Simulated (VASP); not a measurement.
# How strain moves the gap of ScF3, part 2 of 4

Aim: follow the gap and pressure of ScF3 through compression, expansion and shear. All runs use LDA. The start is a cell from a database of measured crystal structures.

VASP 6.6.1; LDA; plane waves and PAW (Sc_sv, F).

So far, least gap on mesh and path (eV): step 3 (bands, cell as listed) 6.18.

### Step 4. Bands, volume times 1.04

The cell is expanded evenly, with fractional positions held.

INCAR

```
SYSTEM = ScF3
PREC = Accurate
ENCUT = 520
EDIFF = 1E-06
NELM = 100
ISMEAR = -1
SIGMA = 0.05
LREAL = .FALSE.
ALGO = Normal
GGA = CA
NBANDS = 30
LASPH = .TRUE.
LORBIT = 11
LWAVE = .FALSE.
LCHARG = .FALSE.
KPAR = 4
```

POSCAR

```
ScF3
1.0
    4.0652514499      0.0000000000      0.0000000000
    0.0000000000      4.0652514499      0.0000000000
    0.0000000000      0.0000000000      4.0652514499
Sc F
1 3
Direct
    0.0000000000      0.0000000000      0.0000000000
    0.5000000000      0.0000000000      0.0000000000
    0.0000000000      0.5000000000      0.0000000000
    0.0000000000      0.0000000000      0.5000000000
```

KPOINTS

```
Automatic mesh
0
Gamma
6 6 6
0 0 0
```

KPOINTS_OPT

```
Line mode
16
Line-mode
Reciprocal
  0.00000000   0.00000000   0.00000000 GAMMA
  0.00000000   0.50000000   0.00000000 X

  0.00000000   0.50000000   0.00000000 X
  0.50000000   0.50000000   0.00000000 M

  0.50000000   0.50000000   0.00000000 M
  0.00000000   0.00000000   0.00000000 GAMMA

  0.00000000   0.00000000   0.00000000 GAMMA
  0.50000000   0.50000000   0.50000000 R

  0.50000000   0.50000000   0.50000000 R
  0.00000000   0.50000000   0.00000000 X

  0.50000000   0.50000000   0.00000000 M
  0.50000000   0.50000000   0.50000000 R
```

PAW data sets: Sc_sv and F (LDA family, release 64).

Launch:

```console
$ mpirun -np 4 vasp_std
```

Output:

```text
[... set-up lines as in an earlier step ...]
 entering main loop
       N       E                     dE             d eps       ncg     rms          rms(c)
DAV:   1     0.376151828632E+03    0.37615E+03   -0.14661E+04  1208   0.110E+03
DAV:   2     0.124469690507E+01   -0.37491E+03   -0.33950E+03  1316   0.354E+02
DAV:   3    -0.332820288023E+02   -0.34527E+02   -0.33939E+02  1726   0.124E+02
DAV:   4    -0.341176953638E+02   -0.83567E+00   -0.83478E+00  1488   0.194E+01
DAV:   5    -0.341398509215E+02   -0.22156E-01   -0.22155E-01  1548   0.296E+00    0.154E+01
DAV:   6    -0.297399407570E+02    0.43999E+01   -0.83394E+00  1826   0.385E+01    0.683E+00
DAV:   7    -0.295889838589E+02    0.15096E+00   -0.65476E-01  1624   0.516E+00    0.385E+00
DAV:   8    -0.295214955031E+02    0.67488E-01   -0.16726E-01  1842   0.471E+00    0.557E-01
DAV:   9    -0.295223590017E+02   -0.86350E-03   -0.65866E-02  1740   0.205E+00    0.836E-01
DAV:  10    -0.295176914002E+02    0.46676E-02   -0.12942E-02  1418   0.743E-01    0.132E-01
DAV:  11    -0.295179357416E+02   -0.24434E-03   -0.56110E-04  1644   0.378E-01    0.105E-01
DAV:  12    -0.295178613704E+02    0.74371E-04   -0.15131E-04  1616   0.252E-01    0.214E-02
DAV:  13    -0.295178567587E+02    0.46117E-05   -0.19815E-05  1618   0.854E-02    0.253E-02
DAV:  14    -0.295178539976E+02    0.27610E-05   -0.11133E-05  1540   0.455E-02    0.216E-03
DAV:  15    -0.295178540433E+02   -0.45643E-07   -0.41659E-07  1018   0.584E-03
   1 F= -.29517854E+02 E0= -.29517854E+02  d E =-.137425E-11
 Start KPOINTS_OPT (optional k-point list driver)
k-point batch [1-20\96]
       N       E                     dE             ncg
DAV:   1    -0.231561834672E+04   -0.11318E+05     1208
DAV:   2    -0.936267606017E+04   -0.70471E+04     1232
DAV:   3    -0.100508289260E+05   -0.68815E+03     1560
DAV:   4    -0.100729419793E+05   -0.22113E+02     1424
DAV:   5    -0.100734744693E+05   -0.53249E+00     1604
DAV:   6    -0.100734821114E+05   -0.76420E-02     1500
DAV:   7    -0.100734822931E+05   -0.18171E-03     1516
DAV:   8    -0.100734823028E+05   -0.97050E-05      978
DAV:   9    -0.100734823034E+05   -0.57465E-06     1002
[...]
k-point batch [81-96\96]
       N       E                     dE             ncg
DAV:   1     0.989453831569E+03   -0.20510E+05      968
DAV:   2    -0.457775051575E+04   -0.55672E+04     1022
DAV:   3    -0.509009656665E+04   -0.51235E+03     1236
DAV:   4    -0.510536169425E+04   -0.15265E+02     1134
DAV:   5    -0.510569126428E+04   -0.32957E+00     1224
DAV:   6    -0.510569804628E+04   -0.67820E-02     1252
DAV:   7    -0.510569818662E+04   -0.14034E-03     1128
DAV:   8    -0.510569819234E+04   -0.57199E-05      766
DAV:   9    -0.510569819262E+04   -0.28384E-06      730
```

Wall time 13 s (4 MPI ranks of Intel Xeon 6975P-C (Granite Rapids), shared host); peak memory 0.71 GiB; 50 s of CPU time.

From OUTCAR (step 4):

```text
  LATTYP: Found a simple cubic cell.
 ALAT       =     4.0652514499

The static configuration has the point symmetry O_h .

 Found     20 irreducible k-points:

   ENCUT  =  520.0 eV  38.22 Ry    6.18 a.u.   7.56  7.56  7.56*2*pi/ulx,y,z

   NELECT =      32.0000    total number of electrons

 E-fermi :  -2.7177

 k-point     1 :       0.0000    0.0000    0.0000
  band No.  band energies     occupation
    ...
     12      -4.5838      2.00000
     13      -4.5838      2.00000
     14      -4.5566      2.00000
     15      -4.5566      2.00000
     16      -4.5566      2.00000
     17       1.9526      0.00000
     18       1.9526      0.00000
     19       1.9526      0.00000
     20       3.4797      0.00000
     21       3.5599      0.00000
    ...

 k-point     2 :       0.1667    0.0000    0.0000
  band No.  band energies     occupation
    ...
     12      -4.7039      2.00000
     13      -4.7039      2.00000
     14      -4.6133      2.00000
     15      -4.5642      2.00000
     16      -4.5642      2.00000
     17       1.9618      0.00000
     18       2.1672      0.00000
     19       2.1672      0.00000
     20       3.5669      0.00000
     21       3.7612      0.00000
    ...

  Total       -2.4190985     -2.4190985     -2.4190985      0.0000000      0.0000000     -0.0000000
  in kB      -57.6901806    -57.6901806    -57.6901806      0.0000000      0.0000000     -0.0000000
  external PRESSURE =     -57.6901806 kB  Pullay stress =       0.0000000 kB

  energy-cutoff  :      520.00
  volume of cell :       67.18
      direct lattice vectors                 reciprocal lattice vectors
     4.065251450  0.000000000  0.000000000     0.245987244  0.000000000  0.000000000
     0.000000000  4.065251450  0.000000000     0.000000000  0.245987244  0.000000000
     0.000000000  0.000000000  4.065251450     0.000000000  0.000000000  0.245987244

 POSITION                                       TOTAL-FORCE (eV/Angst)
 -----------------------------------------------------------------------------------
      0.00000      0.00000      0.00000         0.000000      0.000000      0.000000
      2.03263      0.00000      0.00000         0.000000      0.000000      0.000000
      0.00000      2.03263      0.00000         0.000000      0.000000      0.000000
      0.00000      0.00000      2.03263         0.000000      0.000000      0.000000
 -----------------------------------------------------------------------------------
    total drift:                                0.000000      0.000000      0.000000

  FREE ENERGIE OF THE ION-ELECTRON SYSTEM (eV)
  ---------------------------------------------------
  free  energy   TOTEN  =       -29.5178540433 eV

  energy  without entropy=      -29.5178540433  energy(sigma->0) =      -29.51785404

 total charge
# of ion       s       p       d       tot
------------------------------------------
    1        2.190   6.246   0.931   9.367
    2        1.727   4.360   0.000   6.088
    3        1.727   4.360   0.000   6.088
    4        1.727   4.360   0.000   6.088
--------------------------------------------------
tot          7.371  19.327   0.931  27.630

[... 4 parts as in an earlier step ...]

[... 6 further parts left out ...]
```

This step gave:

| Item | Value |
| --- | --- |
| free energy (TOTEN) | -29.52 eV |
| Fermi energy | -2.718 eV |
| pressure | -5.769 GPa |
| least gap on mesh and path | 5.985 eV |
| least direct gap on mesh and path | 6.509 eV |

The electronic bands at the labelled points (eV, zero at the valence-band top; v1 is the highest filled band, c1 the lowest empty one):

| point | v4 | v3 | v2 | v1 | c1 | c2 | c3 | c4 |
| --- | --- | --- | --- | --- | --- | --- | --- | --- |
| Γ | -0.55 | -0.52 | -0.52 | -0.52 | 5.98 | 5.98 | 5.98 | 7.51 |
| 0.47 of the way | -0.78 | -0.60 | -0.53 | -0.53 | 6.00 | 6.37 | 6.37 | 7.60 |
| X | -1.11 | -0.67 | -0.53 | -0.53 | 6.02 | 6.84 | 6.84 | 7.62 |
| 0.47 of the way | -0.93 | -0.76 | -0.75 | -0.27 | 6.40 | 6.85 | 7.11 | 8.03 |
| M | -1.09 | -0.91 | -0.91 | 0.00 | 6.87 | 6.87 | 7.48 | 8.23 |
| 0.47 of the way | -0.82 | -0.79 | -0.77 | -0.31 | 6.46 | 6.49 | 6.85 | 7.98 |
| Γ | -0.55 | -0.52 | -0.52 | -0.52 | 5.98 | 5.98 | 5.98 | 7.51 |
| 0.53 of the way | -1.55 | -0.37 | -0.37 | -0.25 | 6.84 | 6.88 | 6.88 | 9.07 |
| R | -2.17 | 0.00 | 0.00 | 0.00 | 7.52 | 7.52 | 7.52 | 10.28 |
| 0.47 of the way | -1.57 | -0.33 | -0.28 | -0.17 | 6.88 | 7.19 | 7.21 | 9.08 |
| X | -1.11 | -0.67 | -0.53 | -0.53 | 6.02 | 6.84 | 6.84 | 7.62 |
| jump to M | -1.09 | -0.91 | -0.91 | 0.00 | 6.87 | 6.87 | 7.48 | 8.23 |
| 0.47 of the way | -1.78 | -0.29 | -0.29 | 0.00 | 7.15 | 7.15 | 7.49 | 9.19 |
| R | -2.17 | 0.00 | 0.00 | 0.00 | 7.52 | 7.52 | 7.52 | 10.28 |

Of the projections kept (Sc, F), the largest for each band there; the rest of the weight can lie on other orbitals:

| point | v4 | v3 | v2 | v1 | c1 | c2 | c3 | c4 |
| --- | --- | --- | --- | --- | --- | --- | --- | --- |
| Γ | F 1.00 | F 0.99 | F 0.99 | F 0.99 | Sc 1.00 | Sc 1.00 | Sc 1.00 | F 0.53 |
| X | F 0.92 | F 1.00 | F 0.99 | F 0.99 | Sc 1.00 | Sc 0.90 | Sc 0.90 | Sc 0.97 |
| M | F 0.92 | F 0.99 | F 0.99 | F 1.00 | Sc 0.90 | Sc 0.90 | Sc 0.86 | Sc 0.93 |
| Γ | F 1.00 | F 0.99 | F 0.99 | F 0.99 | Sc 1.00 | Sc 1.00 | Sc 1.00 | F 0.53 |
| R | F 0.88 | F 1.00 | F 1.00 | F 1.00 | Sc 0.87 | Sc 0.87 | Sc 0.87 | Sc 0.79 |
| X | F 0.92 | F 1.00 | F 0.99 | F 0.99 | Sc 1.00 | Sc 0.90 | Sc 0.90 | Sc 0.97 |

The gap is 5.98 eV, indirect, from R to Γ. That is -0.20 eV from the cell as listed. The pressure is -5.77 GPa.

### Step 5. Bands, volume times 1.08

The cell is expanded evenly, with fractional positions held.

INCAR is that of step 4.

POSCAR

```
ScF3
1.0
    4.1167157923      0.0000000000      0.0000000000
    0.0000000000      4.1167157923      0.0000000000
    0.0000000000      0.0000000000      4.1167157923
Sc F
1 3
Direct
    0.0000000000      0.0000000000      0.0000000000
    0.5000000000      0.0000000000      0.0000000000
    0.0000000000      0.5000000000      0.0000000000
    0.0000000000      0.0000000000      0.5000000000
```

KPOINTS is that of step 4.

KPOINTS_OPT is that of step 4.

Launch:

```console
$ mpirun -np 4 vasp_std
```

Output:

```text
[... set-up lines as in an earlier step ...]
 entering main loop
       N       E                     dE             d eps       ncg     rms          rms(c)
DAV:   1     0.375767845674E+03    0.37577E+03   -0.14640E+04  1216   0.110E+03
DAV:   2     0.172069639840E+01   -0.37405E+03   -0.33714E+03  1322   0.361E+02
DAV:   3    -0.331365221604E+02   -0.34857E+02   -0.34185E+02  1678   0.122E+02
DAV:   4    -0.341514886750E+02   -0.10150E+01   -0.10140E+01  1556   0.220E+01
DAV:   5    -0.341765304831E+02   -0.25042E-01   -0.25040E-01  1484   0.303E+00    0.147E+01
DAV:   6    -0.296574447408E+02    0.45191E+01   -0.85199E+00  1826   0.386E+01    0.635E+00
DAV:   7    -0.294849938046E+02    0.17245E+00   -0.67054E-01  1658   0.527E+00    0.356E+00
DAV:   8    -0.294100695979E+02    0.74924E-01   -0.18478E-01  1842   0.493E+00    0.565E-01
DAV:   9    -0.294109871371E+02   -0.91754E-03   -0.68138E-02  1780   0.216E+00    0.825E-01
DAV:  10    -0.294061442743E+02    0.48429E-02   -0.13127E-02  1412   0.771E-01    0.134E-01
DAV:  11    -0.294063833966E+02   -0.23912E-03   -0.56832E-04  1644   0.377E-01    0.934E-02
DAV:  12    -0.294063086878E+02    0.74709E-04   -0.17166E-04  1570   0.260E-01    0.227E-02
DAV:  13    -0.294062998217E+02    0.88661E-05   -0.20042E-05  1612   0.823E-02    0.202E-02
DAV:  14    -0.294062982649E+02    0.15569E-05   -0.12060E-05  1562   0.341E-02    0.249E-03
DAV:  15    -0.294062982689E+02   -0.39759E-08   -0.46096E-07   982   0.555E-03
   1 F= -.29406298E+02 E0= -.29406298E+02  d E =-.429359E-11
 Start KPOINTS_OPT (optional k-point list driver)
k-point batch [1-20\96]
       N       E                     dE             ncg
DAV:   1    -0.264752241090E+04   -0.11704E+05     1224
DAV:   2    -0.950643688650E+04   -0.68589E+04     1248
DAV:   3    -0.101745897788E+05   -0.66815E+03     1592
DAV:   4    -0.101941721665E+05   -0.19582E+02     1404
DAV:   5    -0.101946883647E+05   -0.51620E+00     1564
DAV:   6    -0.101947043195E+05   -0.15955E-01     1514
DAV:   7    -0.101947046487E+05   -0.32926E-03     1564
DAV:   8    -0.101947046649E+05   -0.16196E-04     1038
DAV:   9    -0.101947046660E+05   -0.10101E-05      966
DAV:  10    -0.101947046660E+05   -0.72960E-07      804
[...]
k-point batch [81-96\96]
       N       E                     dE             ncg
DAV:   1     0.981628066710E+03   -0.19972E+05      960
DAV:   2    -0.468207646444E+04   -0.56637E+04     1008
DAV:   3    -0.523161236822E+04   -0.54954E+03     1218
DAV:   4    -0.524850778952E+04   -0.16895E+02     1092
DAV:   5    -0.524889148617E+04   -0.38370E+00     1218
DAV:   6    -0.524890595348E+04   -0.14467E-01     1238
DAV:   7    -0.524890610785E+04   -0.15437E-03     1154
DAV:   8    -0.524890611408E+04   -0.62246E-05      746
DAV:   9    -0.524890611447E+04   -0.39741E-06      770
```

It took 11 s on 4 MPI ranks; peak memory 0.75 GiB; 42 s of CPU time.

From OUTCAR (step 5):

```text
   ENCUT  =  520.0 eV  38.22 Ry    6.18 a.u.   7.65  7.65  7.65*2*pi/ulx,y,z

   NELECT =      32.0000    total number of electrons

 E-fermi :  -2.9300

 k-point     1 :       0.0000    0.0000    0.0000
  band No.  band energies     occupation
    ...
     12      -4.7077      2.00000
     13      -4.7077      2.00000
     14      -4.7022      2.00000
     15      -4.7022      2.00000
     16      -4.7022      2.00000
     17       1.6016      0.00000
     18       1.6016      0.00000
     19       1.6016      0.00000
     20       3.0653      0.00000
     21       3.0653      0.00000
    ...

  Total       -3.7227314     -3.7227314     -3.7227314      0.0000000     -0.0000000      0.0000000
  in kB      -85.4908479    -85.4908479    -85.4908479      0.0000000     -0.0000000      0.0000000
  external PRESSURE =     -85.4908479 kB  Pullay stress =       0.0000000 kB

 POSITION                                       TOTAL-FORCE (eV/Angst)
 -----------------------------------------------------------------------------------
      0.00000      0.00000      0.00000         0.000000      0.000000      0.000000
      2.05836      0.00000      0.00000         0.000000      0.000000      0.000000
      0.00000      2.05836      0.00000         0.000000      0.000000      0.000000
      0.00000      0.00000      2.05836         0.000000      0.000000      0.000000
 -----------------------------------------------------------------------------------
    total drift:                                0.000000      0.000000     -0.000000

  FREE ENERGIE OF THE ION-ELECTRON SYSTEM (eV)
  ---------------------------------------------------
  free  energy   TOTEN  =       -29.4062982689 eV

  energy  without entropy=      -29.4062982688  energy(sigma->0) =      -29.40629827

[... 3 parts as in an earlier step ...]

[... 13 further parts left out ...]
```

Numbers from this step:

```
free energy (TOTEN)               : -29.41 eV
Fermi energy                      : -2.93 eV
pressure                          : -8.549 GPa
least gap on mesh and path        : 5.790 eV
least direct gap on mesh and path : 6.304 eV
```

Electronic bands along the path, in eV, zero at the valence-band top; v1 is the highest filled band, c1 the lowest empty one:

| point | v4 | v3 | v2 | v1 | c1 | c2 | c3 | c4 |
| --- | --- | --- | --- | --- | --- | --- | --- | --- |
| Γ | -0.52 | -0.51 | -0.51 | -0.51 | 5.79 | 5.79 | 5.79 | 7.25 |
| 0.47 of the way | -0.74 | -0.57 | -0.51 | -0.51 | 5.80 | 6.15 | 6.15 | 7.26 |
| X | -1.04 | -0.63 | -0.51 | -0.51 | 5.82 | 6.58 | 6.58 | 7.28 |
| 0.53 of the way | -0.87 | -0.77 | -0.75 | -0.20 | 6.26 | 6.60 | 6.90 | 7.71 |
| M | -1.02 | -0.85 | -0.85 | 0.00 | 6.61 | 6.61 | 7.17 | 7.86 |
| 0.47 of the way | -0.77 | -0.75 | -0.74 | -0.29 | 6.23 | 6.25 | 6.59 | 7.62 |
| Γ | -0.52 | -0.51 | -0.51 | -0.51 | 5.79 | 5.79 | 5.79 | 7.25 |
| 0.47 of the way | -1.30 | -0.41 | -0.41 | -0.29 | 6.44 | 6.47 | 6.47 | 8.40 |
| R | -2.05 | 0.00 | 0.00 | 0.00 | 7.21 | 7.21 | 7.21 | 9.82 |
| 0.47 of the way | -1.48 | -0.31 | -0.27 | -0.16 | 6.62 | 6.90 | 6.93 | 8.67 |
| X | -1.04 | -0.63 | -0.51 | -0.51 | 5.82 | 6.58 | 6.58 | 7.28 |
| jump to M | -1.02 | -0.85 | -0.85 | 0.00 | 6.61 | 6.61 | 7.17 | 7.86 |
| 0.47 of the way | -1.68 | -0.27 | -0.27 | 0.00 | 6.87 | 6.87 | 7.19 | 8.77 |
| R | -2.05 | 0.00 | 0.00 | 0.00 | 7.21 | 7.21 | 7.21 | 9.82 |

Of the projections kept (Sc, F), the largest for each band there; the rest of the weight can lie on other orbitals:

| point | v4 | v3 | v2 | v1 | c1 | c2 | c3 | c4 |
| --- | --- | --- | --- | --- | --- | --- | --- | --- |
| Γ | F 1.00 | F 0.99 | F 0.99 | F 0.99 | Sc 1.00 | Sc 1.00 | Sc 1.00 | Sc 0.97 |
| X | F 0.92 | F 1.00 | F 1.00 | F 1.00 | Sc 1.00 | Sc 0.90 | Sc 0.90 | Sc 0.97 |
| M | F 0.92 | F 0.99 | F 0.99 | F 1.00 | Sc 0.91 | Sc 0.91 | Sc 0.86 | Sc 0.93 |
| Γ | F 1.00 | F 0.99 | F 0.99 | F 0.99 | Sc 1.00 | Sc 1.00 | Sc 1.00 | Sc 0.97 |
| R | F 0.89 | F 1.00 | F 1.00 | F 1.00 | Sc 0.87 | Sc 0.87 | Sc 0.87 | Sc 0.80 |
| X | F 0.92 | F 1.00 | F 1.00 | F 1.00 | Sc 1.00 | Sc 0.90 | Sc 0.90 | Sc 0.97 |

The gap is 5.79 eV, indirect, from R to Γ. That is -0.39 eV from the cell as listed. The pressure is -8.55 GPa.

[end of part 2 of 4]

[Lines on the potential files, build, host, timing and source positions are cut from VASP's logs without a mark.]

[Logs are printed without paths, hosts, clocks, repeated set-up lines and the standing remarks that a program may print on its own settings, such as how far it seeks lower states.]

[Hosts, paths, dates, database ids (printed as entryN), source tags and the programs' standing remarks are cut or masked in the printed files.]

[A measured line is paired with the nearest computed mode of its activity, which favours agreement.]
